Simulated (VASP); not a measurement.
Calculation: r2SCAN meta-GGA, VASP's PBE PAW potentials (set 64) (plane waves; VASP 6.6.1).

Input for VASP

**INCAR**
```
# general
SYSTEM =Si
PREC   =Accurate
ENCUT  =400
LREAL  =.FALSE.
LASPH  =.TRUE.

# electronic loop
EDIFF  =1E-7
NELM   =100
ALGO   =Normal
LMIXTAU=.TRUE.

# smearing
ISMEAR =-5

# functional
METAGGA=R2SCAN

# ions
ISIF   =2

# output
LWAVE  =.FALSE.
LCHARG =.FALSE.
LORBIT =11
NEDOS  =601
```

File KPOINTS:
```
Automatic mesh
0
Gamma
17 17 17
0 0 0
```

KPOINTS_OPT:
```
k-points along high-symmetry lines
7
Line-mode
Reciprocal
  0.000000   0.000000   0.000000 ! GAMMA
  0.000000   0.000000   0.500000 ! X

  0.000000   0.000000   0.500000 ! X
 -0.500000   0.500000   0.500000 ! M

 -0.500000   0.500000   0.500000 ! M
  0.000000   0.000000   0.000000 ! GAMMA

  0.000000   0.000000   0.000000 ! GAMMA
  0.324423   0.324423  -0.324423 ! Z

 -0.324423   0.675577   0.324423 ! Z_0
 -0.500000   0.500000   0.500000 ! M

  0.000000   0.000000   0.500000 ! X
  0.250000   0.250000   0.250000 ! P

  0.250000   0.250000   0.250000 ! P
  0.000000   0.500000   0.000000 ! N

  0.000000   0.500000   0.000000 ! N
  0.000000   0.000000   0.000000 ! GAMMA
```

POSCAR:
```
Si
1.0
 -2.3883881098   2.3883881098   1.3364346356
  2.3883881098  -2.3883881098   1.3364346356
  2.3883881098   2.3883881098  -1.3364346356
Si
2
direct
  0.7500000000   0.2500000000   0.5000000000
  0.0000000000   0.0000000000   0.0000000000
```

POTCAR, in this order: Si (PBE.64 set). Program: vasp_std.

Problem. What will the output report for the number of irreducible k-points (NKPTS), number of bands (NBANDS), largest plane-wave count, number of space-group operations, FFT grid (NGX, NGY, NGZ)?

Solution. 
```yaml
number of irreducible k-points (NKPTS): 405
number of bands (NBANDS): 8
largest_plane_wave_count: 570
number_of_space_group_operations: 16
FFT grid (NGX, NGY, NGZ): 24 × 24 × 24
```

The structure was generated: Si was put into the beta-Sn type (I4_1/amd), which need not be its known phase. It was relaxed first.
